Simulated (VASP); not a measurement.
The input files of a VASP run:

**POSCAR**
```
Zr
1
    1.5897709219    -2.7535639574     0.0000000000
    1.5897709219     2.7535639574     0.0000000000
    0.0000000000     0.0000000000     5.1253340678
Zr
2
Direct
  0.3197142860   0.6802857140   0.2500000000
  0.6666670000   0.3333330000   0.7500000000
```

**INCAR**
```
! general
SYSTEM  = Zr
PREC    = Accurate
ENCUT   = 480   ! plane-wave cut-off (eV)
LREAL   = .FALSE.   ! projection in real space or not
LASPH   = .TRUE.

! electronic loop
EDIFF   = 1E-7   ! SCF stop (eV)
NELM    = 100
ALGO    = Normal
LMAXMIX = 4

! smearing
ISMEAR  = 1   ! Methfessel-Paxton
SIGMA   = 0.1   ! width (eV)

! functional
GGA     = PS

! ions
ISIF    = 2

! output
LWAVE   = .FALSE.
LCHARG  = .FALSE.
```

KPOINTS:
```
kpoints
0
gamma
12 12 8
```

POTCAR, in this order: Zr_sv (PBE.64 set). Program: vasp_std.

**Question.** Translate this PBEsol calculation to Ansatz.

**Answer.** One equivalent input (not run):
Ansatz 0.2 input:
```yaml
crystal:
  lattice:
    - [1.5897709, -2.7535640, 0.0000000]
    - [1.5897709, 2.7535640, 0.0000000]
    - [0.0000000, 0.0000000, 5.1253341]
  atoms:
    - { symbol: Zr, position: [0.3197143, 0.6802857, 0.2500000] }
    - { symbol: Zr, position: [0.6666670, 0.3333330, 0.7500000] }
kpoints:
  mp_grid: { grid: [12, 12, 8] }
hamiltonian:
  xc: pbesol
  pseudopotentials: { kind: paw }
scf:
  occupations: { method: methfessel_paxton, width: 0.1 }
  max_iter: 100
output: { forces: true, stress: true, eigenvalues: true }
```
Limits of the translation: each code has its own PAW files, so the cut-off isn't converted (ENCUT is set for VASP's; basis.ecutwfc is left out, and Ansatz then takes the one that its files recommend); Ansatz stops its SCF on the density residual and VASP on the energy change (EDIFF).

The compound is Zr in the hcp structure. This cell was strained or had an atom moved on purpose.
